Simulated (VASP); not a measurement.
# CsPbCl3: lattice, stiffness and zone-centre modes, part 2 of 2

What lattice, stiffness and vibrations does CsPbCl3 have at one level of theory? The starting structure is a measured crystal structure from the Crystallography Open Database. All runs use LDA.

VASP 6.6.1.

So far. Step 3 (Elastic constants): The elastic tensor has C11 = 70.2, C12 = 8.8, C44 = 4.2 GPa; its Hill averages are a bulk modulus of 29.3 and a shear modulus of 10.6 GPa. Step 4 (Modes of the relaxed cell): The zone-centre modes at 33.797 Å³ an atom are T1u (3) 160.8, T1u (2) 43.1, T2u -14.3, T1u (1) -27.9 cm⁻¹.

## (5) Modes at 0.97 of that volume

Level of this step: LDA; plane waves and PAW (Pb_d, Cs_sv, Cl) (VASP).

Shape and positions were first relaxed at this volume, in a run that isn't shown.

The input, INCAR:

```
SYSTEM = CsPbCl3
PREC = Accurate
ENCUT = 500
EDIFF = 1E-08
NELM = 100
ISMEAR = 0
SIGMA = 0.03
LREAL = .FALSE.
ALGO = Normal
GGA = CA
NBANDS = 28
LORBIT = 11
LWAVE = .FALSE.
LCHARG = .FALSE.
KPAR = 8
IBRION = 8
LEPSILON = .TRUE.
LPEAD = .TRUE.
ISIF = 2
```

The input, POSCAR:

```
CsPbCl3
1.0
    5.4727543160      0.0000000000      0.0000000000
    0.0000000000      5.4727543160      0.0000000000
    0.0000000000      0.0000000000      5.4727543160
Pb Cs Cl
1 1 3
Direct
    0.5000000000      0.5000000000      0.5000000000
    0.0000000000      0.0000000000      0.0000000000
    0.5000000000      0.5000000000      0.0000000000
    0.5000000000      0.0000000000      0.5000000000
    0.0000000000      0.5000000000      0.5000000000
```

The input, KPOINTS:

```
Automatic mesh
0
Gamma
6 6 6
0 0 0
```

The projector-augmented-wave data sets are Pb_d, Cs_sv and Cl (LDA family, release 64).

Launch:

```console
mpirun -np 8 vasp_std
```

What it wrote:

```text
[... set-up lines as in an earlier step ...]
 entering main loop
       N       E                     dE             d eps       ncg     rms          rms(c)
DAV:   1     0.411140364297E+03    0.41114E+03   -0.19365E+04  1120   0.142E+03
DAV:   2     0.280027131027E+02   -0.38314E+03   -0.36865E+03  1324   0.332E+02
DAV:   3    -0.181050348549E+02   -0.46108E+02   -0.45594E+02  1380   0.124E+02
DAV:   4    -0.200553625497E+02   -0.19503E+01   -0.19429E+01  1488   0.310E+01
[...]
DAV:  13    -0.194163130024E+02    0.15199E-07   -0.16203E-06  1600   0.105E-02    0.165E-03
DAV:  14    -0.194163129624E+02    0.39930E-07   -0.15647E-07  1696   0.364E-03    0.951E-04
DAV:  15    -0.194163129621E+02    0.31150E-09   -0.12088E-08   984   0.702E-04
   1 F= -.19416313E+02 E0= -.19416313E+02  d E =-.690924E-24
 Linear response reoptimize wavefunctions to high precision
DAV:   1    -0.194163129618E+02    0.36971E-09   -0.48219E-09   900   0.756E-04
DAV:   2    -0.194163129619E+02   -0.12597E-09   -0.85634E-10   752   0.223E-04
[...]
RMM:  13    -0.199449731304E+00   -0.70938E-08    0.21609E-08  6877   0.847E-05    0.367E-06
 first order change of Fermi-energy  -0.87319E-03
 force on displaced ion       3 direction 1 :   0.048   0.000   0.000
 Born effective charge ion    3 direction 1 :  -0.683   0.000   0.000
 Linear response progress:
  Degree of freedom:   4/  4
       N       E                     dE             d eps       ncg     rms          rms(c)
RMM:   1    -0.205621980754E+00   -0.20562E+00   -0.84511E-03  4462   0.185E+00
RMM:   2    -0.199334677019E+00    0.62873E-02   -0.75158E-03  3709   0.571E-01    0.169E-01
RMM:   3    -0.200097332130E+00   -0.76266E-03   -0.13601E-03  3809   0.214E-01    0.705E-02
RMM:   4    -0.200703872707E+00   -0.60654E-03   -0.27424E-04  3687   0.919E-02    0.119E-02
[...]
RMM:  16    -0.200763882970E+00   -0.16960E-08    0.19481E-07  3830   0.593E-05    0.211E-07
RMM:  17    -0.200763884896E+00   -0.19261E-08    0.25239E-07  3737   0.584E-05    0.137E-07
RMM:  18    -0.200763885306E+00   -0.40989E-09    0.25097E-07  3719   0.580E-05    0.673E-08
 first order change of Fermi-energy  -0.37094E-03
 force on displaced ion       3 direction 3 :  -0.000   0.000  -3.674
 Born effective charge ion    3 direction 3 :   0.000   0.000  -4.016
 Born effective charges drift removed
 Linear response finished
```

It took 2.6 min on 8 MPI ranks of Intel Xeon 6975P-C (Granite Rapids), shared host; peak memory 6.7 GiB; 21 min of CPU time.

OUTCAR, selected parts (step 5):

```text
  Total        0.8581726      0.8581726      0.8581726      0.0000000     -0.0000000      0.0000000
  in kB        8.3881728      8.3881728      8.3881728      0.0000000     -0.0000000      0.0000000
  external PRESSURE =       8.3881728 kB  Pullay stress =       0.0000000 kB

 POSITION                                       TOTAL-FORCE (eV/Angst)
 -----------------------------------------------------------------------------------
      2.73638      2.73638      2.73638         0.000000      0.000000      0.000000
      0.00000      0.00000      0.00000         0.000000      0.000000      0.000000
      2.73638      2.73638      0.00000         0.000000      0.000000      0.000000
      2.73638      0.00000      2.73638         0.000000      0.000000      0.000000
      0.00000      2.73638      2.73638         0.000000      0.000000      0.000000
 -----------------------------------------------------------------------------------
    total drift:                                0.000000      0.000000     -0.000000

 MACROSCOPIC STATIC DIELECTRIC TENSOR (including local field effects in DFT)
 ------------------------------------------------------
           4.476647     0.000000    -0.000000
           0.000000     4.476647    -0.000000
           0.000000    -0.000000     4.476647
 ------------------------------------------------------

 MACROSCOPIC STATIC DIELECTRIC TENSOR IONIC CONTRIBUTION
 ------------------------------------------------------
           5.698571     0.000000     0.000000
           0.000000     5.698571    -0.000000
           0.000000    -0.000000     5.698571
 ------------------------------------------------------

[... 1 part as in an earlier step ...]

[... 1 further part left out ...]
```

The zone-centre modes at 32.783 Å³ an atom are T1u (3) 180.7, T1u (2) 36.2, T2u -23.8, T1u (1) -25.8 cm⁻¹.

## (6) Modes at 1.03 of that volume

Shape and positions were first relaxed at this volume, in a run that isn't shown.

INCAR is that of step 5.

Edit POSCAR of step 5 so:

```diff
@@ -2,5 +2,5 @@
 1.0
-    5.4727543160      0.0000000000      0.0000000000
-    0.0000000000      5.4727543160      0.0000000000
-    0.0000000000      0.0000000000      5.4727543160
+    5.5833448049      0.0000000000      0.0000000000
+    0.0000000000      5.5833448049      0.0000000000
+    0.0000000000      0.0000000000      5.5833448049
 Pb Cs Cl
```

KPOINTS is that of step 5.

Launch:

```console
mpirun -np 8 vasp_std
```

What it wrote:

```text
[... set-up lines as in an earlier step ...]
 entering main loop
       N       E                     dE             d eps       ncg     rms          rms(c)
DAV:   1     0.405586850372E+03    0.40559E+03   -0.19044E+04  1120   0.140E+03
DAV:   2     0.287188357511E+02   -0.37687E+03   -0.36334E+03  1332   0.326E+02
DAV:   3    -0.182717941698E+02   -0.46991E+02   -0.46520E+02  1388   0.124E+02
DAV:   4    -0.201522016714E+02   -0.18804E+01   -0.18751E+01  1484   0.315E+01
[...]
DAV:  13    -0.194144751781E+02    0.16631E-07   -0.16902E-06  1540   0.813E-03    0.191E-03
DAV:  14    -0.194144751157E+02    0.62396E-07   -0.21245E-07  1552   0.506E-03    0.113E-03
DAV:  15    -0.194144751128E+02    0.29477E-08   -0.11882E-08   952   0.761E-04
   1 F= -.19414475E+02 E0= -.19414475E+02  d E =-.991916E-21
 Linear response reoptimize wavefunctions to high precision
DAV:   1    -0.194144751128E+02   -0.36380E-10   -0.69774E-09  1240   0.598E-04
DAV:   2    -0.194144751129E+02   -0.32742E-10   -0.63925E-10   788   0.166E-04
 Linear response to external field (no local field effect), progress :
[...]
RMM:  14    -0.199557376377E+00    0.54579E-09   -0.67837E-08  7054   0.131E-04    0.294E-06
 first order change of Fermi-energy  -0.22097E-01
 force on displaced ion       3 direction 1 :  -0.053   0.000   0.000
 Born effective charge ion    3 direction 1 :  -0.710   0.000   0.000
 Linear response progress:
  Degree of freedom:   4/  4
       N       E                     dE             d eps       ncg     rms          rms(c)
RMM:   1    -0.204419711856E+00   -0.20442E+00   -0.98925E-04  4452   0.181E+00
RMM:   2    -0.199396422188E+00    0.50233E-02   -0.69023E-03  3708   0.525E-01    0.155E-01
RMM:   3    -0.200064258636E+00   -0.66784E-03   -0.12173E-03  3803   0.203E-01    0.642E-02
RMM:   4    -0.200640279657E+00   -0.57602E-03   -0.25164E-04  3770   0.858E-02    0.109E-02
[...]
RMM:  17    -0.200690524803E+00    0.44930E-09   -0.28660E-07  4069   0.120E-04    0.199E-07
RMM:  18    -0.200690525139E+00   -0.33566E-09   -0.24166E-07  4072   0.119E-04    0.115E-07
RMM:  19    -0.200690524109E+00    0.10300E-08   -0.29772E-07  4140   0.119E-04    0.548E-08
 first order change of Fermi-energy   0.68698E-02
 force on displaced ion       3 direction 3 :   0.000   0.000  -2.254
 Born effective charge ion    3 direction 3 :   0.000   0.000  -3.891
 Born effective charges drift removed
 Linear response finished
```

Run time: 3.2 min. Hardware: 8 MPI ranks; peak memory 7.1 GiB; 26 min of CPU time.

From OUTCAR (step 6):

```text
  Total       -0.9978402     -0.9978402     -0.9978402      0.0000000     -0.0000000      0.0000000
  in kB       -9.1851916     -9.1851916     -9.1851916      0.0000000     -0.0000000      0.0000000
  external PRESSURE =      -9.1851916 kB  Pullay stress =       0.0000000 kB

 POSITION                                       TOTAL-FORCE (eV/Angst)
 -----------------------------------------------------------------------------------
      2.79167      2.79167      2.79167         0.000000      0.000000      0.000000
      0.00000      0.00000      0.00000         0.000000      0.000000      0.000000
      2.79167      2.79167      0.00000         0.000000      0.000000      0.000000
      2.79167      0.00000      2.79167         0.000000      0.000000      0.000000
      0.00000      2.79167      2.79167         0.000000      0.000000      0.000000
 -----------------------------------------------------------------------------------
    total drift:                                0.000000     -0.000000     -0.000000

 MACROSCOPIC STATIC DIELECTRIC TENSOR (including local field effects in DFT)
 ------------------------------------------------------
           4.175244    -0.000000    -0.000000
           0.000000     4.175244    -0.000000
           0.000000    -0.000000     4.175244
 ------------------------------------------------------

 MACROSCOPIC STATIC DIELECTRIC TENSOR IONIC CONTRIBUTION
 ------------------------------------------------------
           7.416957    -0.000000    -0.000000
           0.000000     7.416957     0.000000
          -0.000000     0.000000     7.416957
 ------------------------------------------------------

[... 1 part as in an earlier step ...]

[... 1 further part left out ...]
```

The zone-centre modes at 34.811 Å³ an atom are T1u (3) 140.6, T1u (2) 49.5, T2u 10.8, T1u (1) -29.8 cm⁻¹.

## (7) The runs compared

```csv
run,volume (Å³/atom),T1u (3),T1u (2),T2u,T1u (1),core minutes
relaxation,33.797,-,-,-,-,0.64
elastic constants,33.797,-,-,-,-,50.3
modes of the relaxed cell,33.797,160.8,43.1,-14.3,-27.9,19.2
modes at 0.97 of that volume,32.783,180.7,36.2,-23.8,-25.8,20.7
modes at 1.03 of that volume,34.811,140.6,49.5,10.8,-29.8,25.9
```

Modes are in cm⁻¹, degenerate ones as one, matched by symmetry and order. A number in brackets counts the listed modes of one symmetry from the lowest. The symmetry labels come from an automatic analysis and can be wrong where levels nearly coincide. Core minutes are wall time times ranks of the run shown, on a shared host.

## (8) Results

| Property | Result |
| --- | --- |
| relaxed volume | 33.80 Å³/atom |
| bulk modulus from two volumes | 29.8 GPa |
| Hill shear modulus | 10.6 GPa |
| mode T1u (3) | 160.8 cm⁻¹ |
| mode T1u (2) | 43.1 cm⁻¹ |
| mode T2u | -14.3 cm⁻¹ |
| mode T1u (1) | -27.9 cm⁻¹ |
| Grüneisen parameter of T1u (3) | 4.18 |
| Grüneisen parameter of T1u (2) | -5.21 |

At the LDA level CsPbCl3 relaxes to 33.80 Å³ an atom. The bulk modulus is 29.8 GPa from the pressures at two volumes and 29.3 GPa as the Hill average of the elastic tensor, so the two routes agree. The mode Grüneisen parameters, from the cells at 0.97 and 1.03 of the volume, run from -5.21 (T1u (2)) to 4.18 (T1u (3)). Levels that come within 1 cm⁻¹ of another or under 2 cm⁻¹, or whose frequency doesn't run one way with the volume, are left out of this. Soft modes change by more than one parameter describes: T2u goes from -23.8 to 10.8 cm⁻¹ between the two cells. Imaginary modes appear in the modes of the relaxed cell, modes at 0.97 of that volume and modes at 1.03 of that volume, given as negative numbers, so the symmetric structure may be unstable. On the mesh of the mode run the relaxed cell still holds -0.12 GPa, so the volume, relaxed on a 4×4×4 mesh, is off by about 0.4 %, which bears on soft modes. The dielectric constants and Born charges in the logs aren't compared here; at a small gap they can be far off, and in a run without a gap they mean nothing. The frequencies are harmonic, and the splitting of polar modes by their long-range field is left out. All values are for a static lattice. Further runs on this material are not shown.

[Lines on the potential files, build, host, timing and source positions are cut from VASP's logs without a mark.]

[Logs are printed without paths, hosts, clocks, repeated set-up lines and the standing remarks that a program may print on its own settings, such as how far it seeks lower states.]

[Hosts, paths, dates, database ids (printed as entryN), source tags and the programs' standing remarks are cut or masked in the printed files.]
